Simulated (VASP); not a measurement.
# CdS (Greenockite): what moves the LDA gap besides the functional, part 2 of 2

Aim: test what besides the functional moves the gap of CdS (Greenockite). The starting structure is a measured crystal structure from the Crystallography Open Database. Cell and atoms stay as given unless a step says otherwise.

VASP 6.6.1.

Results so far: reference 0.933 eV; cell and atoms relaxed by LDA 1.037 eV; no band path 0.933 eV.

The database entry behind the starting cell differs from later determinations by our own check (about 0.35 % long), so it need not match the best structure at ambient conditions.

## Step 5: Bands with a cutoff of 500 eV (continued)

Level of this step: LDA; plane waves and PAW (Cd, S) (VASP).

Parts of OUTCAR (step 5):

```text
  Total       -1.8016191     -1.8016191     -1.4337370      0.0000000      0.0000000      0.0000000
  in kB      -28.7263321    -28.7263321    -22.8605512      0.0000000      0.0000000      0.0000000
  external PRESSURE =     -26.7710718 kB  Pullay stress =       0.0000000 kB

 POSITION                                       TOTAL-FORCE (eV/Angst)
 -----------------------------------------------------------------------------------
      2.07500      1.19800      3.36850        -0.000000     -0.000000     -0.062626
     -0.00000      2.39600      0.00000         0.000000     -0.000000     -0.062626
      2.07500      1.19800      5.89487        -0.000000     -0.000000      0.062626
     -0.00000      2.39600      2.52637         0.000000      0.000000      0.062626
 -----------------------------------------------------------------------------------
    total drift:                               -0.000000     -0.000000     -0.000597

  FREE ENERGIE OF THE ION-ELECTRON SYSTEM (eV)
  ---------------------------------------------------
  free  energy   TOTEN  =       -14.7782146766 eV

  energy  without entropy=      -14.7782146766  energy(sigma->0) =      -14.77821468

[... 1 part as in an earlier step ...]

[... 2 further parts left out ...]
[key lines of the parts left out:]
E-fermi :   1.2085
```

With a cutoff of 500 eV the gap is 0.937 eV, +0.004 eV from the reference.

## Step 6: Bands with an 8×8×6 mesh

Against step 2 the input has an 8×8×6 mesh.

Contents of INCAR:

```
SYSTEM = CdS
PREC = Accurate
ENCUT = 350
EDIFF = 1E-06
NELM = 100
ISMEAR = 0
SIGMA = 0.03
LREAL = .FALSE.
ALGO = Normal
GGA = CA
NBANDS = 32
LORBIT = 11
LWAVE = .FALSE.
LCHARG = .FALSE.
KPAR = 4
```

Contents of POSCAR:

```
CdS
1.0
    4.1500000000      0.0000000000      0.0000000000
   -2.0750000000      3.5940054257      0.0000000000
    0.0000000000      0.0000000000      6.7370000000
Cd S
2 2
Direct
    0.6666666667      0.3333333333      0.5000000000
    0.3333333333      0.6666666667      0.0000000000
    0.6666666667      0.3333333333      0.8750000000
    0.3333333333      0.6666666667      0.3750000000
```

Contents of KPOINTS:

```
Automatic mesh
0
Gamma
8 8 6
0 0 0
```

Contents of KPOINTS_OPT:

```
Line mode
10
Line-mode
Reciprocal
  0.00000000   0.00000000   0.00000000 GAMMA
  0.50000000   0.00000000   0.00000000 M

  0.50000000   0.00000000   0.00000000 M
  0.33333333   0.33333333   0.00000000 K

  0.33333333   0.33333333   0.00000000 K
  0.00000000   0.00000000   0.00000000 GAMMA

  0.00000000   0.00000000   0.00000000 GAMMA
  0.00000000   0.00000000   0.50000000 A

  0.00000000   0.00000000   0.50000000 A
  0.50000000   0.00000000   0.50000000 L

  0.50000000   0.00000000   0.50000000 L
  0.33333333   0.33333333   0.50000000 H

  0.33333333   0.33333333   0.50000000 H
  0.00000000   0.00000000   0.50000000 A

  0.50000000   0.00000000   0.50000000 L
  0.50000000   0.00000000   0.00000000 M

  0.33333333   0.33333333   0.00000000 K
  0.33333333   0.33333333   0.50000000 H
```

Potentials, in the order of the species: Cd and S (LDA family, release 64).

The run is started by

```
$ mpirun -np 4 vasp_std
```

Output:

```text
[... set-up lines as in an earlier step ...]
 entering main loop
       N       E                     dE             d eps       ncg     rms          rms(c)
DAV:   1     0.196346362806E+03    0.19635E+03   -0.13783E+04  2576   0.759E+02
DAV:   2    -0.616670675319E+01   -0.20251E+03   -0.19404E+03  2952   0.239E+02
DAV:   3    -0.157323711178E+02   -0.95657E+01   -0.95163E+01  3136   0.533E+01
DAV:   4    -0.158067295832E+02   -0.74358E-01   -0.74345E-01  2904   0.454E+00
[...]
DAV:  12    -0.147742048971E+02    0.22151E-04   -0.62998E-05  3032   0.729E-02    0.137E-02
DAV:  13    -0.147742059698E+02   -0.10727E-05   -0.10522E-05  3024   0.136E-02    0.749E-03
DAV:  14    -0.147742057995E+02    0.17032E-06   -0.25330E-07  1600   0.320E-03
   1 F= -.14774206E+02 E0= -.14774206E+02  d E =-.190168E-21
 Start KPOINTS_OPT (optional k-point list driver)
k-point batch [1-40\90]
       N       E                     dE             ncg
DAV:   1     0.132897344217E+04   -0.18124E+05     2592
DAV:   2    -0.680941084638E+04   -0.81384E+04     2928
DAV:   3    -0.718632522489E+04   -0.37691E+03     3104
DAV:   4    -0.718917979514E+04   -0.28546E+01     2864
DAV:   5    -0.718921833774E+04   -0.38543E-01     3216
DAV:   6    -0.718921907395E+04   -0.73621E-03     2800
DAV:   7    -0.718921909102E+04   -0.17074E-04     3168
DAV:   8    -0.718921909142E+04   -0.39978E-06     1920
[...]
k-point batch [81-90\90]
       N       E                     dE             ncg
DAV:   1     0.247201153266E+05   -0.95265E+04      640
DAV:   2     0.227518697741E+05   -0.19682E+04      736
DAV:   3     0.226629966547E+05   -0.88873E+02      768
DAV:   4     0.226623622600E+05   -0.63439E+00      768
DAV:   5     0.226623537066E+05   -0.85534E-02      784
DAV:   6     0.226623535503E+05   -0.15637E-03      776
DAV:   7     0.226623535470E+05   -0.32332E-05      776
DAV:   8     0.226623535470E+05   -0.62042E-07      616
```

Run time: 43 s. Hardware: 4 MPI ranks of AMD EPYC 7R43, shared host; peak memory 0.76 GiB; 2.8 min of CPU time.

From OUTCAR (step 6):

```text
  Total       -2.0493448     -2.0493448     -1.6653401      0.0000000      0.0000000      0.0000000
  in kB      -32.6762533    -32.6762533    -26.5534008      0.0000000      0.0000000      0.0000000
  external PRESSURE =     -30.6353025 kB  Pullay stress =       0.0000000 kB

 POSITION                                       TOTAL-FORCE (eV/Angst)
 -----------------------------------------------------------------------------------
      2.07500      1.19800      3.36850        -0.000000     -0.000000     -0.063701
     -0.00000      2.39600      0.00000         0.000000      0.000000     -0.063701
      2.07500      1.19800      5.89487        -0.000000      0.000000      0.063701
     -0.00000      2.39600      2.52637         0.000000     -0.000000      0.063701
 -----------------------------------------------------------------------------------
    total drift:                               -0.000000      0.000000     -0.000675

  FREE ENERGIE OF THE ION-ELECTRON SYSTEM (eV)
  ---------------------------------------------------
  free  energy   TOTEN  =       -14.7742057995 eV

  energy  without entropy=      -14.7742057995  energy(sigma->0) =      -14.77420580

[... 1 part as in an earlier step ...]

[... 2 further parts left out ...]
[key lines of the parts left out:]
E-fermi :   1.2108
```

With an 8×8×6 mesh the gap is 0.934 eV, +0.001 eV from the reference.

## Step 7: Comparison

```tsv
run	gap (eV)	change (eV)	core minutes
reference	0.933	-	2.33
cell and atoms relaxed by LDA	1.037	0.104	2.47
no band path	0.933	0.0	0.92
a cutoff of 500 eV	0.937	0.004	3.47
an 8×8×6 mesh	0.934	0.001	2.87
```

Core minutes are wall time times ranks of the run shown, on a shared host.

## Step 8: Outcome

```json
{
 "reference gap": "0.933 eV",
 "gap with cell and atoms relaxed by LDA": "1.037 eV",
 "gap with no band path": "0.933 eV",
 "gap with a cutoff of 500 eV": "0.937 eV",
 "gap with an 8×8×6 mesh": "0.934 eV"
}
```

In words: Among the runs that read a gap along the path, the one with cell and atoms relaxed by LDA moves it most, by +0.104 eV. On finer settings it changes by +0.004 eV with a cutoff of 500 eV and +0.001 eV with an 8×8×6 mesh. The functional's own error isn't tested here. Further runs on this material are not shown.

[Lines on the potential files, build, host, timing and source positions are cut from VASP's logs without a mark.]

[Logs are printed without paths, hosts, clocks, repeated set-up lines and the standing remarks that a program may print on its own settings, such as how far it seeks lower states.]

[Hosts, paths, dates, database ids (printed as entryN), source tags and the programs' standing remarks are cut or masked in the printed files.]
